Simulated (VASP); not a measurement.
# PmTe (Pm-3m) in VASP: a series of runs

One crystal, PmTe, is run at these levels: PBEsol+U, LDA+U; tasks: single point.

Everything below comes from runs of VASP 6.6.1. Logs are shortened: lines on timing, memory, paths and dates and some standing lists are left out, and cuts for length are marked.

## (1) The crystal as given

It takes space group Pm-3m (No. 221, cubic). Conventional cell: a = 3.763 Å, b = 3.763 Å, c = 3.763 Å, α = 90.00°, β = 90.00°, γ = 90.00°. Pm (site symmetry m-3m) has 8 Te at 3.26 Å as nearest neighbours. Te (site symmetry m-3m) is surrounded by 8 Pm at 3.26 Å.

The cell comes from a database or a generator and needn't be the stable form of this composition.

## (2) Single point, PBEsol+U, collinear spin, antiferromagnetic start

Contents of INCAR:

```
PREC = Accurate
ENCUT = 520
EDIFF = 1E-6
ISMEAR = 0
SIGMA = 0.05
LREAL = False
LASPH = True
NELM = 120
ALGO = Normal
ISIF = 2
LWAVE = False
LCHARG = True
ISPIN = 2
MAGMOM = 4 -4 0 0
LORBIT = 11
LMAXMIX = 6
LDAU = True
LDAUTYPE = 2
LDAUL = 3 -1
LDAUU = 5 0
LDAUJ = 0 0
LDAUPRINT = 1
GGA = PS
LELF = True
LVHAR = True
NBANDS = 33
```

Contents of KPOINTS:

```
regular mesh
0
Gamma
  5 5 3
```

Contents of POSCAR:

```
PmTe
1.0
    3.7629149800      0.0000000000      0.0000000000
    0.0000000000      3.7629149800      0.0000000000
    0.0000000000      0.0000000000      7.5258299600
Pm Te
2 2
Direct
    0.0000000000      0.0000000000      0.0000000000
    0.0000000000      0.0000000000      0.5000000000
    0.5000000000      0.5000000000      0.2500000000
    0.5000000000      0.5000000000      0.7500000000
```

Potentials or basis: VASP PAW PBE potentials, release 64 (Pm, Te).

On the command line:

```bash
$ cat potpaw_PBE.64/Pm/POTCAR potpaw_PBE.64/Te/POTCAR > POTCAR
$ mpirun -np 1 vasp_std > vasp.out
```

OUTCAR:

```text
PREC = Accurate
   ENCUT = 520
   EDIFF = 1E-6
   ISMEAR = 0
   LREAL = False
   LASPH = True
   NELM = 120
   ISIF = 2
   ISPIN = 2
   LORBIT = 11
   GGA = PS

 ion  position               nearest neighbor table
   1  0.000  0.000  0.000-   3 3.26   4 3.26   3 3.26   4 3.26   3 3.26   4 3.26   3 3.26   4 3.26

   2  0.000  0.000  0.500-   3 3.26   4 3.26   3 3.26   4 3.26   3 3.26   4 3.26   3 3.26   4 3.26

   3  0.500  0.500  0.250-   1 3.26   2 3.26   1 3.26   2 3.26   1 3.26   2 3.26   1 3.26   2 3.26

   4  0.500  0.500  0.750-   1 3.26   2 3.26   1 3.26   2 3.26   1 3.26   2 3.26   1 3.26   2 3.26

  LATTYP: Found a simple tetragonal cell.
 ALAT       =     3.7629149800
 C/A-ratio  =     2.0000000000

  Lattice vectors:

 A1 = (   3.7629149800,   0.0000000000,   0.0000000000)
 A2 = (   0.0000000000,   3.7629149800,   0.0000000000)
 A3 = (   0.0000000000,   0.0000000000,   7.5258299600)

Analysis of symmetry for initial positions (statically):
=====================================================================
 Subroutine PRICEL returns following result:

  LATTYP: Found a simple cubic cell.
 ALAT       =     3.7629149800
[... 12 lines left out ...]
 Subroutine GETGRP returns: Found 16 space group operations
 (whereof 16 operations were pure point group operations)
 out of a pool of 16 trial point group operations.

The static configuration has the point symmetry D_4h.

Analysis of symmetry for dynamics (positions and initial velocities):
=====================================================================
 Subroutine PRICEL returns following result:

  LATTYP: Found a simple cubic cell.
 ALAT       =     3.7629149800
[... 12 lines left out ...]
 Subroutine GETGRP returns: Found 16 space group operations
 (whereof 16 operations were pure point group operations)
 out of a pool of 16 trial point group operations.

The dynamic configuration has the point symmetry D_4h.

Analysis of structural, dynamic, and magnetic symmetry:
=====================================================================
 Subroutine PRICEL returns following result:

  LATTYP: Found a simple cubic cell.
 ALAT       =     3.7629149800
[... 12 lines left out ...]
 Subroutine GETGRP returns: Found 16 space group operations
 (whereof 16 operations were pure point group operations)
 out of a pool of 16 trial point group operations.

The overall configuration has the point symmetry D_4h.

 Subroutine INISYM returns: Found 16 space group operations
 (whereof 16 operations are pure point group operations),
 and found     2 'primitive' translations

----------------------------------------------------------------------------------------

                                     Primitive cell

  volume of cell :      53.2811

  direct lattice vectors                    reciprocal lattice vectors
     3.762914980  0.000000000  0.000000000     0.265751420  0.000000000  0.000000000
     0.000000000  3.762914980  0.000000000     0.000000000  0.265751420  0.000000000
     0.000000000  0.000000000  3.762914980     0.000000000  0.000000000  0.265751420

  length of vectors
[... 171 lines left out ...]
  0.6401 -0.0000 -0.4336  0.0000  0.0000  0.0000  0.0000
 -0.0000  0.0371  0.0000  0.0000 -0.0000  0.0000  0.0000
 -0.4336  0.0000  0.4266  0.0000 -0.0000  0.0000 -0.0000
  0.0000  0.0000  0.0000  0.9787 -0.0000 -0.0000  0.0000
  0.0000 -0.0000 -0.0000 -0.0000  0.4266 -0.0000  0.4336
  0.0000  0.0000  0.0000 -0.0000 -0.0000  0.9803 -0.0000
  0.0000  0.0000 -0.0000  0.0000  0.4336 -0.0000  0.6401

 occupancies and eigenvectors

  o =  0.0015  v =  0.0000 -0.0000 -0.0000 -0.0000 -0.0000  1.0000 -0.0000  0.0000  0.0000  0.0000  0.0000  0.0000  0.0000  0.0000      0.0000  0.0000  0.0000  0.0000  0.0000  0.0000  0.0000  0.0000  0.0000  0.0000  0.0000  0.0000  0.0000  0.0000
  o =  0.0015  v =  0.0023 -0.0000 -0.0021  0.0000  0.6778  0.0000  0.7352  0.0000  0.0000  0.0000  0.0000  0.0000  0.0000  0.0000      0.0000  0.0000  0.0000  0.0000  0.0000  0.0000  0.0000  0.0000  0.0000  0.0000  0.0000  0.0000  0.0000  0.0000
  o =  0.0015  v =  0.7352  0.0000 -0.6778  0.0000 -0.0021 -0.0000 -0.0023  0.0000  0.0000  0.0000  0.0000  0.0000  0.0000  0.0000      0.0000  0.0000  0.0000  0.0000  0.0000  0.0000  0.0000  0.0000  0.0000  0.0000  0.0000  0.0000  0.0000  0.0000
  o =  0.0022  v =  0.0000 -0.0000 -0.0000 -1.0000  0.0000 -0.0000 -0.0000  0.0000  0.0000  0.0000  0.0000  0.0000  0.0000  0.0000      0.0000  0.0000  0.0000  0.0000  0.0000  0.0000  0.0000  0.0000  0.0000  0.0000  0.0000  0.0000  0.0000  0.0000
  o =  0.0026  v =  0.0000  0.0000  0.0000 -0.0000 -0.7352  0.0000  0.6778  0.0000  0.0000  0.0000  0.0000  0.0000  0.0000  0.0000      0.0000  0.0000  0.0000  0.0000  0.0000  0.0000  0.0000  0.0000  0.0000  0.0000  0.0000  0.0000  0.0000  0.0000
  o =  0.0026  v = -0.6778 -0.0000 -0.7352  0.0000  0.0000 -0.0000  0.0000  0.0000  0.0000  0.0000  0.0000  0.0000  0.0000  0.0000      0.0000  0.0000  0.0000  0.0000  0.0000  0.0000  0.0000  0.0000  0.0000  0.0000  0.0000  0.0000  0.0000  0.0000
  o =  0.0111  v =  0.0000 -1.0000 -0.0000  0.0000  0.0000 -0.0000  0.0000  0.0000  0.0000  0.0000  0.0000  0.0000  0.0000  0.0000      0.0000  0.0000  0.0000  0.0000  0.0000  0.0000  0.0000  0.0000  0.0000  0.0000  0.0000  0.0000  0.0000  0.0000
  o =  0.0371  v =  0.0000  0.0000  0.0000  0.0000  0.0000  0.0000  0.0000 -0.0000 -1.0000 -0.0000  0.0000 -0.0000 -0.0000  0.0000      0.0000  0.0000  0.0000  0.0000  0.0000  0.0000  0.0000  0.0000  0.0000  0.0000  0.0000  0.0000  0.0000  0.0000
  o =  0.0868  v =  0.0000  0.0000  0.0000  0.0000  0.0000  0.0000  0.0000  0.6168 -0.0000  0.7871 -0.0000  0.0002 -0.0000 -0.0001      0.0000  0.0000  0.0000  0.0000  0.0000  0.0000  0.0000  0.0000  0.0000  0.0000  0.0000  0.0000  0.0000  0.0000
  o =  0.0868  v =  0.0000  0.0000  0.0000  0.0000  0.0000  0.0000  0.0000  0.0001  0.0000  0.0002  0.0000 -0.7871  0.0000  0.6168      0.0000  0.0000  0.0000  0.0000  0.0000  0.0000  0.0000  0.0000  0.0000  0.0000  0.0000  0.0000  0.0000  0.0000
  o =  0.9787  v =  0.0000  0.0000  0.0000  0.0000  0.0000  0.0000  0.0000 -0.0000 -0.0000  0.0000 -1.0000  0.0000 -0.0000  0.0000      0.0000  0.0000  0.0000  0.0000  0.0000  0.0000  0.0000  0.0000  0.0000  0.0000  0.0000  0.0000  0.0000  0.0000
  o =  0.9798  v =  0.0000  0.0000  0.0000  0.0000  0.0000  0.0000  0.0000  0.0095  0.0000 -0.0074  0.0000  0.6168 -0.0000  0.7871      0.0000  0.0000  0.0000  0.0000  0.0000  0.0000  0.0000  0.0000  0.0000  0.0000  0.0000  0.0000  0.0000  0.0000
  o =  0.9798  v =  0.0000  0.0000  0.0000  0.0000  0.0000  0.0000  0.0000  0.7871  0.0000 -0.6168 -0.0000 -0.0074  0.0000 -0.0095      0.0000  0.0000  0.0000  0.0000  0.0000  0.0000  0.0000  0.0000  0.0000  0.0000  0.0000  0.0000  0.0000  0.0000
  o =  0.9803  v =  0.0000  0.0000  0.0000  0.0000  0.0000  0.0000  0.0000 -0.0000 -0.0000  0.0000 -0.0000  0.0000  1.0000  0.0000      0.0000  0.0000  0.0000  0.0000  0.0000  0.0000  0.0000  0.0000  0.0000  0.0000  0.0000  0.0000  0.0000  0.0000

 number of electron      41.9999993 magnetization      -0.0000000

 Free energy of the ion-electron system (eV)
  ---------------------------------------------------
  ext. energy  EPLUGINS =         0.00000000
  ---------------------------------------------------
  free energy    TOTEN  =       -26.42968963 eV

  energy without entropy =      -26.41799192  energy(sigma->0) =      -26.42384077

 E-fermi :   8.8740     XC(G=0): -10.7890

 val. band max:        8.8621347851   @ k =   0.0000   0.0000   0.0000
 cond. band min:       8.8883629898   @ k =   0.2000   0.2000   0.0000
 fundamental gap:      0.0262282046
 Fermi energy:         8.8739715664

 spin component 1

 k-point     1 :       0.0000    0.0000    0.0000
  band No.  band energies     occupation
      1     -30.9617      1.00000
      2     -28.9544      1.00000
      3     -11.4128      1.00000
      4     -11.0723      1.00000
      5     -11.0723      1.00000
      6      -9.8775      1.00000
[... 421 lines left out ...]
     32      11.8281      0.00000
     33      12.6136      0.00000
 Fermi energy:         8.8739715664

 spin component 2

 k-point     1 :       0.0000    0.0000    0.0000
  band No.  band energies     occupation
      1     -30.9617      1.00000
      2     -28.9544      1.00000
      3     -11.4128      1.00000
      4     -11.0723      1.00000
      5     -11.0723      1.00000
      6      -9.8775      1.00000
[... 421 lines left out ...]
     32      11.8281      0.00000
     33      12.6244      0.00000

------------------------ aborting loop because EDIFF is reached ----------------------------------------

  FORCE on cell =-STRESS in cart. coord.  units (eV):
  Direction    XX          YY          ZZ          XY          YZ          ZX
  --------------------------------------------------------------------------------------
  -------------------------------------------------------------------------------------
  Total        1.7563862      1.7563862      2.1843774     -0.0000000      0.0000000     -0.0000000
  in kB       26.4075066     26.4075066     32.8424121     -0.0000000      0.0000000     -0.0000000
  external PRESSURE =      28.5524751 kB  Pullay stress =       0.0000000 kB

 VOLUME and BASIS-vectors are now :
 -----------------------------------------------------------------------------
  energy-cutoff  :      520.00
  volume of cell :      106.56
      direct lattice vectors                 reciprocal lattice vectors
     3.762914980  0.000000000  0.000000000     0.265751420  0.000000000  0.000000000
     0.000000000  3.762914980  0.000000000     0.000000000  0.265751420  0.000000000
     0.000000000  0.000000000  7.525829960     0.000000000  0.000000000  0.132875710

 POSITION                                       TOTAL-FORCE (eV/Angst)
 -----------------------------------------------------------------------------------
      0.00000      0.00000      0.00000        -0.000000     -0.000000     -0.000000
      0.00000      0.00000      3.76291        -0.000000     -0.000000      0.000000
      1.88146      1.88146      1.88146         0.000000      0.000000      0.000000
      1.88146      1.88146      5.64437         0.000000      0.000000     -0.000000
 -----------------------------------------------------------------------------------
    total drift:                               -0.000000     -0.000000      0.000000

  FREE ENERGIE OF THE ION-ELECTRON SYSTEM (eV)
  ---------------------------------------------------
  free  energy   TOTEN  =       -26.4296896254 eV

  energy  without entropy=      -26.4179919238  energy(sigma->0) =      -26.42384077

 total charge

# of ion       s       p       d       f       tot
--------------------------------------------------
    1        1.998   5.541   0.624   4.148  12.311
    2        1.998   5.541   0.624   4.148  12.311
    3        1.346   2.116   0.035   0.000   3.497
    4        1.346   2.116   0.035   0.000   3.497
--------------------------------------------------
tot          6.688  15.314   1.318   8.296  31.616

 magnetization (x)

# of ion       s       p       d       f       tot
--------------------------------------------------
    1       -0.009   0.012   0.205   4.103   4.311
    2        0.009  -0.012  -0.205  -4.103  -4.311
    3        0.000   0.000   0.000   0.000   0.000
    4        0.000   0.000   0.000   0.000   0.000
--------------------------------------------------
tot          0.000   0.000   0.000   0.000   0.000
```

Run time: 4 min. Hardware: 1 thread of Intel Xeon Platinum 8259CL at 2.50GHz (Skylake/Cascade Lake), shared host; peak memory 0.27 GiB.

What came out:

| Property | Result |
| --- | --- |
| Free energy | -26.4297 eV |
| Pressure | 2.9 GPa |
| Band gap on the k mesh | none (metal or under the smearing width) |
| Net moment | 0.00 μB per cell |
| Site moments | Pm +4.31, -4.31; Te +0.00 μB |
| Valence electrons inside the program's atomic spheres | Pm 12.31; Te 3.50 |

Levels at points of the mesh, in eV from the Fermi level:
Spin up:
```tsv
k point	band 19	band 20	band 21	band 22	band 23	band 24
(0.00, 0.00, 0.00)	-1.36	-1.36	-1.22	-1.14	-0.01	0.56
```
Spin down:
```
           k point  band 17  band 18  band 19  band 20  band 21  band 22  band 23  band 24  band 25  band 26
(0.00, 0.00, 0.00)    -2.17    -1.38    -1.36    -1.36    -1.22    -1.14    -0.01     0.56     0.56     0.59
```

Eigenvalues of the final occupation matrices:
| site | spin | trace | eigenvalues |
| --- | --- | --- | --- |
| site 1 f | 1 | 4.13 | 0.04 0.09 0.09 0.98 0.98 0.98 0.98 |
| site 1 f | 2 | 0.02 | 0.00 0.00 0.00 0.00 0.00 0.00 0.01 |
| site 2 f | 1 | 0.02 | 0.00 0.00 0.00 0.00 0.00 0.00 0.01 |
| site 2 f | 2 | 4.13 | 0.04 0.09 0.09 0.98 0.98 0.98 0.98 |

Caveat: the magnetic or orbital state may not be the lowest; the PAW data sets were made with another functional, which shifts forces and pressure a little; spin-orbit coupling is left out, which moves the levels of the heavy elements; the U is typed as a test and isn't derived for this compound. The state reached can hang on the start; a lower one may exist.

## (3) Single point, PBEsol+U, collinear spin, random start

This run uses another cell than the first one: it holds 2 atoms, not 4.

Contents of INCAR:

```
ALGO = Normal ; EDIFF = 1E-6
ENCUT = 520 ; GGA = PS
ISIF = 2 ; ISMEAR = 0
ISPIN = 2 ; LASPH = T
LCHARG = F ; LDAU = T
LDAUJ = 0 0 ; LDAUL = 3 -1
LDAUPRINT = 1 ; LDAUTYPE = 2
LDAUU = 5 0 ; LMAXMIX = 6
LORBIT = 11 ; LREAL = F
LWAVE = F ; MAGMOM = 1.41 0
NELM = 150 ; PREC = Accurate
SIGMA = 0.05
```

Contents of KPOINTS:

```
k-points
0
Gamma
  5 5 5
```

Contents of POSCAR:

```
PmTe
1.0
    3.7629149800      0.0000000000      0.0000000000
    0.0000000000      3.7629149800      0.0000000000
    0.0000000000      0.0000000000      3.7629149800
Pm Te
1 1
Direct
    0.0000000000      0.0000000000      0.0000000000
    0.5000000000      0.5000000000      0.5000000000
```

Potentials or basis: VASP PAW PBE potentials, release 64 (Pm, Te).

On the command line:

```bash
$ cat potpaw_PBE.64/Pm/POTCAR potpaw_PBE.64/Te/POTCAR > POTCAR
$ mpirun -np 1 vasp_std > vasp.out
```

It took 39 s on 1 thread of Intel Xeon Platinum 8259CL at 2.50GHz (Skylake/Cascade Lake), shared host; peak memory 0.19 GiB.

It converged, with:

* Free energy: -12.2133 eV
* Pressure: 5.0 GPa
* Band gap on the k mesh: none (metal or under the smearing width)
* Net moment: 4.97 μB per cell
* Site moments: Pm +4.58; Te -0.08 μB
* Valence electrons inside the program's atomic spheres: Pm 12.44; Te 3.52

Levels at points of the mesh, in eV from the Fermi level:
Spin up:
```
           k point  band 10  band 11  band 12  band 13  band 14  band 15
(0.00, 0.00, 0.00)    -1.23    -1.23    -1.13    -1.13     0.65     0.65
```
Spin down:
```csv
k point,band 6,band 7,band 8,band 9,band 10,band 11
"(0.00, 0.00, 0.00)",-0.83,-0.83,-0.83,-0.22,-0.22,3.61
```

Eigenvalues of the final occupation matrices:
```
    site  spin  trace                         eigenvalues
site 1 f     1   4.42  0.01 0.49 0.49 0.49 0.98 0.98 0.98
site 1 f     2   0.02  0.00 0.00 0.00 0.00 0.00 0.00 0.01
```

Caveat: the magnetic or orbital state may not be the lowest; the PAW data sets were made with another functional, which shifts forces and pressure a little; spin-orbit coupling is left out, which moves the levels of the heavy elements; the U is typed as a test and isn't derived for this compound. The state reached can hang on the start; a lower one may exist.

## (4) Single point, PBEsol+U, collinear spin, ferromagnetic start

This run uses another cell than the first one: it holds 2 atoms, not 4.

Contents of INCAR:

```
SYSTEM = PmTe
PREC = Accurate
ENCUT = 520
EDIFF = 1E-6
ISMEAR = 0
SIGMA = 0.05
LREAL = .FALSE.
LASPH = .TRUE.
NELM = 150
ALGO = Normal
ISIF = 2
LWAVE = .FALSE.
LCHARG = .FALSE.
ISPIN = 2
MAGMOM = 4 0
LORBIT = 11
NUPDOWN = 0
LMAXMIX = 6
LDAU = .TRUE.
LDAUTYPE = 2
LDAUL = 3 -1
LDAUU = 5 0
LDAUJ = 0 0
LDAUPRINT = 1
GGA = PS
```

Contents of KPOINTS:

```
Automatic mesh
0
G
  5 5 5
  0 0 0
```

POSCAR is that of step 3.

Potentials or basis: VASP PAW PBE potentials, release 64 (Pm, Te).

On the command line:

```bash
$ cat potpaw_PBE.64/Pm/POTCAR potpaw_PBE.64/Te/POTCAR > POTCAR
$ mpirun -np 1 vasp_std > vasp.out
```

OUTCAR:

```text
SYSTEM = PmTe
   PREC = Accurate
   ENCUT = 520
   EDIFF = 1E-6
   ISMEAR = 0
   LREAL = .FALSE.
   LASPH = .TRUE.
   NELM = 150
   ISIF = 2
   ISPIN = 2
   LORBIT = 11
   NUPDOWN = 0
   GGA = PS

 ion  position               nearest neighbor table
   1  0.000  0.000  0.000-   2 3.26   2 3.26   2 3.26   2 3.26   2 3.26   2 3.26   2 3.26   2 3.26

   2  0.500  0.500  0.500-   1 3.26   1 3.26   1 3.26   1 3.26   1 3.26   1 3.26   1 3.26   1 3.26

[... 631 lines left out ...]
  external PRESSURE =      30.9978350 kB  Pullay stress =       0.0000000 kB

 VOLUME and BASIS-vectors are now :
 -----------------------------------------------------------------------------
  energy-cutoff  :      520.00
  volume of cell :       53.28
      direct lattice vectors                 reciprocal lattice vectors
     3.762914980  0.000000000  0.000000000     0.265751420  0.000000000  0.000000000
     0.000000000  3.762914980  0.000000000     0.000000000  0.265751420  0.000000000
     0.000000000  0.000000000  3.762914980     0.000000000  0.000000000  0.265751420

 POSITION                                       TOTAL-FORCE (eV/Angst)
 -----------------------------------------------------------------------------------
      0.00000      0.00000      0.00000         0.000000      0.000000      0.000000
      1.88146      1.88146      1.88146         0.000000      0.000000      0.000000
 -----------------------------------------------------------------------------------
    total drift:                               -0.000000      0.000000     -0.000000

  FREE ENERGIE OF THE ION-ELECTRON SYSTEM (eV)
  ---------------------------------------------------
  free  energy   TOTEN  =        -9.6673534728 eV

  energy  without entropy=       -9.6658073654  energy(sigma->0) =       -9.66658042

 total charge

# of ion       s       p       d       f       tot
--------------------------------------------------
    1        1.993   5.542   0.714   4.068  12.317
    2        1.361   2.001   0.057   0.000   3.420
--------------------------------------------------
tot          3.354   7.543   0.771   4.068  15.736

 magnetization (x)

# of ion       s       p       d       f       tot
--------------------------------------------------
    1       -0.024  -0.014  -0.465   1.814   1.311
    2       -0.003  -0.223  -0.040   0.000  -0.266
--------------------------------------------------
tot         -0.027  -0.237  -0.505   1.814   1.044
```

Run time: 55 s. Hardware: 1 thread of Intel Xeon Platinum 8259CL at 2.50GHz (Skylake/Cascade Lake), shared host; peak memory 0.18 GiB.

What came out:

```
Free energy                                           : -9.6674 eV
Pressure                                              : 3.1 GPa
Net moment                                            : 0.00 μB per cell
Site moments                                          : Pm +1.31; Te -0.27 μB
Valence electrons inside the program's atomic spheres : Pm 12.32; Te 3.42
```

Eigenvalues of the final occupation matrices:
```csv
site,spin,trace,eigenvalues
site 1 f,1,2.94,0.00 0.00 0.00 0.01 0.98 0.98 0.98
site 1 f,2,1.13,0.02 0.02 0.02 0.03 0.03 0.03 0.98
```

Caveat: the magnetic or orbital state may not be the lowest; the moment is held away from its start; the PAW data sets were made with another functional, which shifts forces and pressure a little; spin-orbit coupling is left out, which moves the levels of the heavy elements; the total moment is fixed, so each spin has its own Fermi level; the U is typed as a test and isn't derived for this compound. The state reached can hang on the start; a lower one may exist.

(Part 1 of 2 ends here.)
